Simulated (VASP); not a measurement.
VASP input:

**KPOINTS**
```
Automatic mesh
0
gamma
9 9 7
0 0 0
```

POSCAR:
```
PtSe2
1
    1.8863336654    -3.2672260006     0.0000000000
    1.8863336654     3.2672260006     0.0000000000
    0.0000000000    -0.0000000000     4.8008651894
Pt Se
1 2
Direct
  0.0000000000   0.0000000000   0.0000000000
  0.3333330000   0.6666670000   0.2664774032
  0.6666670000   0.3333330000   0.7335225968
```

### INCAR
```
ISMEAR = 1   ! Methfessel-Paxton
LWAVE = .FALSE.
EDIFFG = -0.01
SIGMA = 0.1
PREC = Accurate
SYSTEM = PtSe2
GGA = PE
ALGO = Normal   ! blocked Davidson
LASPH = .TRUE.   ! aspherical one-centre terms
ENCUT = 520   ! plane-wave cut-off (eV)
ISIF = 4
IBRION = 2
LCHARG = .FALSE.
NSW = 30
IVDW = 12   ! D3, Becke-Johnson
EDIFF = 1E-7
LMAXMIX = 6
LREAL = .FALSE.   ! projection in real space or not
NELM = 100   ! most electronic steps
```

POTCAR, in this order: Pt Se (PBE.64 set). Program: vasp_std.

Q: Write an equivalent input for Quantum ESPRESSO's pw.x.

A: One equivalent input (not run):
```
&CONTROL
  calculation = 'vc-relax'
  pseudo_dir = './pseudo'
  outdir = './out'
  tprnfor = .true.
  tstress = .true.
  nstep = 30
  forc_conv_thr = 0.00039
/
&SYSTEM
  ibrav = 0
  nat = 3
  ntyp = 2
  ecutwfc = 86
  occupations = 'smearing'
  smearing = 'methfessel-paxton'
  degauss = 0.00735
  input_dft = 'pbe'
  vdw_corr = 'grimme-d3'
  dftd3_version = 4
  dftd3_threebody = .false.
/
&ELECTRONS
  conv_thr = 7.3e-09
  electron_maxstep = 100
/
&IONS
/
&CELL
  cell_dofree = 'shape'
/
ATOMIC_SPECIES
  Pt 195.084 Pt.upf
  Se 78.971 Se.upf
CELL_PARAMETERS angstrom
     1.8863337   -3.2672260    0.0000000
     1.8863337    3.2672260    0.0000000
     0.0000000   -0.0000000    4.8008652
ATOMIC_POSITIONS crystal
  Pt   0.0000000  0.0000000  0.0000000
  Se   0.3333330  0.6666670  0.2664774
  Se   0.6666670  0.3333330  0.7335226
K_POINTS automatic
  9 9 7 0 0 0
```
The two are equivalent in intent, not identical: the potentials are each code's own (VASP's PAW set, PseudoDojo norm-conserving files in pw.x), so ENCUT and ecutwfc are chosen apart and not converted; conv_thr bounds pw.x's estimated SCF error, while EDIFF bounds the energy change between steps; forc_conv_thr acts on force components and is met together with etot_conv_thr.

The compound is PtSe2 in the 1T layered structure. This run relaxes it. Symmetry was kept, so distortions that lower it aren't found.
